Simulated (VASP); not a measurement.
OSZICAR of a VASP run on GaP (space group F-43m):

OSZICAR:
```
       N       E                     dE             d eps       ncg     rms          rms(c)
DAV:   1     0.130555532590E+03    0.13056E+03   -0.20549E+00   574   0.241E+01    0.143E+00
DAV:   2     0.130445105326E+03   -0.11043E+00   -0.14791E+00   437   0.120E+01    0.328E+00
DAV:   3     0.130550884596E+03    0.10578E+00   -0.65350E-02   501   0.271E+00    0.275E+00
DAV:   4     0.131176299195E+03    0.62541E+00   -0.72547E-02   491   0.376E+00    0.145E+00
DAV:   5     0.131331781452E+03    0.15548E+00   -0.37846E-02   446   0.250E+00    0.831E-01
DAV:   6     0.131509744180E+03    0.17796E+00   -0.21690E-02   416   0.110E+00    0.364E-01
DAV:   7     0.131576780064E+03    0.67036E-01   -0.18288E-03   549   0.330E-01    0.211E-01
DAV:   8     0.131534408440E+03   -0.42372E-01   -0.29093E-03   416   0.670E-01    0.643E-02
DAV:   9     0.131526822394E+03   -0.75860E-02   -0.48859E-04   416   0.246E-01    0.317E-02
DAV:  10     0.131548626297E+03    0.21804E-01   -0.11247E-04   471   0.141E-01    0.245E-02
DAV:  11     0.131548154871E+03   -0.47143E-03   -0.68906E-05   484   0.126E-01    0.146E-02
DAV:  12     0.131539662135E+03   -0.84927E-02   -0.56769E-05   426   0.929E-02    0.201E-02
DAV:  13     0.131540474741E+03    0.81261E-03   -0.55810E-06   461   0.270E-02    0.124E-02
DAV:  14     0.131540118479E+03   -0.35626E-03   -0.70618E-07   308   0.889E-03    0.669E-03
DAV:  15     0.131540203201E+03    0.84722E-04   -0.32626E-07   253   0.882E-03    0.875E-04
DAV:  16     0.131540279448E+03    0.76247E-04   -0.90433E-08   213   0.477E-03    0.550E-04
DAV:  17     0.131539863848E+03   -0.41560E-03   -0.16790E-07   228   0.471E-03    0.137E-03
DAV:  18     0.131540112101E+03    0.24825E-03   -0.11212E-07   218   0.324E-03    0.297E-04
DAV:  19     0.131540016811E+03   -0.95290E-04   -0.14000E-08   208   0.151E-03    0.486E-05
DAV:  20     0.131540051928E+03    0.35117E-04   -0.22056E-09   208   0.618E-04    0.933E-05
DAV:  21     0.131540035626E+03   -0.16302E-04   -0.57338E-10   208   0.290E-04    0.463E-05
DAV:  22     0.131540051778E+03    0.16152E-04   -0.40827E-10   208   0.221E-04    0.562E-05
DAV:  23     0.131540029820E+03   -0.21958E-04   -0.27777E-10   208   0.184E-04    0.695E-05
DAV:  24     0.131540041770E+03    0.11950E-04   -0.18749E-10   208   0.134E-04    0.159E-05
DAV:  25     0.131540040312E+03   -0.14571E-05   -0.22964E-11   208   0.668E-05    0.964E-06
DAV:  26     0.131540038203E+03   -0.21092E-05   -0.98749E-12   208   0.370E-05    0.855E-06
DAV:  27     0.131540036887E+03   -0.13158E-05   -0.23568E-12   208   0.272E-05    0.520E-06
DAV:  28     0.131540035618E+03   -0.12693E-05   -0.31566E-12   208   0.148E-05    0.206E-06
DAV:  29     0.131540035505E+03   -0.11307E-06   -0.14390E-13   208   0.836E-06
   1 F= 0.13154004E+03 E0= 0.13154004E+03  d E =-.249098E-11
       N       E                     dE             ncg
       N       E                     dE             ncg
       N       E                     dE             ncg
       N       E                     dE             ncg
       N       E                     dE             ncg
```

Problem. Which electronic solver shows in the log?

Solution. It is blocked Davidson (ALGO = Normal, or the opening steps of other solvers). The INCAR had ALGO = Normal.

Problem. Can the final energy be trusted as converged?

Solution. Self-consistency was reached. It stopped with EDIFF = 1E-6, NELM = 200 (modified Becke-Johnson potential (mBJ), plane waves, VASP's PBE PAW potentials (set 64)). mBJ is a potential without an energy functional, so only the levels count.

The structure comes from a computed database's GaP entry (F-43m); how it stands against other phases isn't given here. It was relaxed first. The cell's shape comes from a PBE relaxation.
